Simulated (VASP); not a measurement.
Method: HSE06 screened hybrid, VASP's PBE PAW potentials (set 64) (plane waves; VASP 6.6.1).

A VASP calculation is set up with these files.

KPOINTS:
```
Automatic mesh
0
Gamma
2 2 2
0 0 0
```

### INCAR
```
AEXX  =  0.25
ALGO  =  Normal
EDIFF  =  1E-6
ENCUT  =  400
GGA  =  PE
HFSCREEN  =  0.2
ISIF  =  2
ISMEAR  =  0
ISYM  =  3
LASPH  =  T
LCHARG  =  F
LHFCALC  =  T
LREAL  =  F
LWAVE  =  F
NELM  =  100
PREC  =  Accurate
PRECFOCK  =  Fast
SIGMA  =  0.05
SYSTEM  =  MgS
```

File POSCAR:
```
MgS
1
    0.0000000000     2.6000000000     2.6000000000
    2.6000000000     0.0000000000     2.6000000000
    2.6000000000     2.6000000000     0.0000000000
Mg S
1 1
Direct
  0.0000000000   0.0000000000   0.0000000000
  0.5000000000   0.5000000000   0.5000000000
```

POTCAR, in this order: Mg S (PBE.64 set). Program: vasp_std.

The run wrote:

### OUTCAR
```
 ion  position               nearest neighbor table
   1  0.000  0.000  0.000-   2 2.60   2 2.60   2 2.60   2 2.60   2 2.60   2 2.60
   2  0.500  0.500  0.500-   1 2.60   1 2.60   1 2.60   1 2.60   1 2.60   1 2.60
  LATTYP: Found a face centered cubic cell.
 ALAT       =     5.2000000000
 Subroutine PRICEL returns:
 Original cell was already a primitive cell.
 Subroutine GETGRP returns: Found 48 space group operations
The static configuration has the point symmetry O_h .
The dynamic configuration has the point symmetry O_h .
 Subroutine INISYM returns: Found 48 space group operations
 Subroutine IBZKPT returns following result:
 Found      3 irreducible k-points:

 Following reciprocal coordinates:
            Coordinates               Weight
  0.000000  0.000000  0.000000      1.000000
  0.500000  0.000000  0.000000      4.000000
  0.500000  0.500000  0.000000      3.000000
 Subroutine IBZKPT_HF returns following result:
   k-points           NKPTS =      3   k-points in BZ     NKDIM =      8   number of bands    NBANDS=      8
   number of dos      NEDOS =    301   number of ions     NIONS =      2
   total plane-waves  NPLWV =  13824
   dimension x,y,z NGX =    24 NGY =   24 NGZ =   24
   dimension x,y,z NGXF=    48 NGYF=   48 NGZF=   48
   ions per type =               1   1
   PREC   = accura    normal or accurate (medium, high low for compatibility)
   ISTART =      0    job   : 0-new  1-cont  2-samecut
   ICHARG =      2    charge: 1-file 2-atom 10-const
   ISPIN  =      1    spin polarized calculation?
   LNONCOLLINEAR =      F non collinear calculations
   LSORBIT =      F    spin-orbit coupling
   INIWAV =      1    electr: 0-lowe 1-rand  2-diag
   ENCUT  =  400.0 eV  29.40 Ry    5.42 a.u.   6.00  6.00  6.00*2*pi/ulx,y,z
   NELM   =    100;   NELMIN=  2; NELMDL= -5     # of ELM steps
   EDIFF  = 0.1E-05   stopping-criterion for ELM
   LREAL  =      F    real-space projection
   NLSPLINE    = F    spline interpolate recip. space projectors
   LMAXMIX     =    2 max onsite mixed and CHGCAR
   VOSKOWN=      0    Vosko Wilk Nusair interpolation
...
```

### OSZICAR
```
       N       E                     dE             d eps       ncg     rms          rms(c)
DAV:   1    -0.238641371533E+03   -0.23864E+03   -0.35295E+03    56   0.674E+02
DAV:   2    -0.263609390488E+03   -0.24968E+02   -0.24968E+02    64   0.989E+01
DAV:   3    -0.264427647424E+03   -0.81826E+00   -0.81826E+00    48   0.224E+01
DAV:   4    -0.264433790532E+03   -0.61431E-02   -0.61431E-02    80   0.214E+00
DAV:   5    -0.956990835364E+01    0.25486E+03   -0.16579E+00    48   0.112E+01    0.468E+00
DAV:   6    -0.874420404614E+01    0.82570E+00   -0.19705E+00    64   0.774E+00    0.471E+00
DAV:   7    -0.868605889270E+01    0.58145E-01   -0.51617E-01    72   0.404E+00    0.426E+00
DAV:   8    -0.868565467461E+01    0.40422E-03   -0.54297E-02    72   0.140E+00    0.299E+00
DAV:   9    -0.868354433857E+01    0.21103E-02   -0.32234E-03    80   0.459E-01    0.171E+00
DAV:  10    -0.868260120954E+01    0.94313E-03   -0.81533E-04    56   0.284E-01    0.867E-01
DAV:  11    -0.868236748101E+01    0.23373E-03   -0.37824E-04    64   0.189E-01    0.407E-01
DAV:  12    -0.868232633872E+01    0.41142E-04   -0.14040E-04    64   0.117E-01    0.186E-01
DAV:  13    -0.868232828605E+01   -0.19473E-05   -0.55866E-05    64   0.734E-02    0.865E-02
DAV:  14    -0.868233596735E+01   -0.76813E-05   -0.24163E-05    64   0.477E-02    0.443E-02
DAV:  15    -0.868234216685E+01   -0.61995E-05   -0.98676E-06    64   0.299E-02    0.281E-02
DAV:  16    -0.868234566568E+01   -0.34988E-05   -0.41556E-06    64   0.195E-02    0.209E-02
DAV:  17    -0.868234746725E+01   -0.18016E-05   -0.17292E-06    64   0.126E-02    0.162E-02
DAV:  18    -0.868234835909E+01   -0.89184E-06   -0.72194E-07    64   0.819E-03
   1 F= -.86823484E+01 E0= -.86823484E+01  d E =-.145071E-14
```

OUTCAR:
```
------------------------ aborting loop because EDIFF is reached ----------------------------------------
  FORCE on cell =-STRESS in cart. coord.  units (eV):
  Direction    XX          YY          ZZ          XY          YZ          ZX
  --------------------------------------------------------------------------------------
  Total        1.3034933      1.3034933      1.3034933      0.0000000     -0.0000000     -0.0000000
  in kB       59.4113410     59.4113410     59.4113410      0.0000000     -0.0000000     -0.0000000
  external PRESSURE =      59.4113410 kB  Pullay stress =       0.0000000 kB
  volume of cell :       35.15
      direct lattice vectors                 reciprocal lattice vectors
     0.000000000  2.600000000  2.600000000    -0.192307692  0.192307692  0.192307692
     2.600000000  0.000000000  2.600000000     0.192307692 -0.192307692  0.192307692
     2.600000000  2.600000000  0.000000000     0.192307692  0.192307692 -0.192307692
 POSITION                                       TOTAL-FORCE (eV/Angst)
 -----------------------------------------------------------------------------------
      0.00000      0.00000      0.00000        -0.000000      0.000000      0.000000
      2.60000      2.60000      2.60000         0.000000     -0.000000     -0.000000
 -----------------------------------------------------------------------------------
    total drift:                               -0.000003     -0.000003     -0.000003
  FREE ENERGIE OF THE ION-ELECTRON SYSTEM (eV)
  ---------------------------------------------------
  free  energy   TOTEN  =        -8.6823483591 eV

  energy  without entropy=       -8.6823483591  energy(sigma->0) =       -8.68234836

  exchange ACFDT corr.  =         0.00000000  see jH, gK, PRB 81, 115126
```
(Selected blocks of OUTCAR.)

The compound is MgS in the rock salt structure. The cell was not relaxed at this level. The k-mesh is coarse (spacing up to 1.05 per Å, 2π included), so the numbers may not be converged in it.
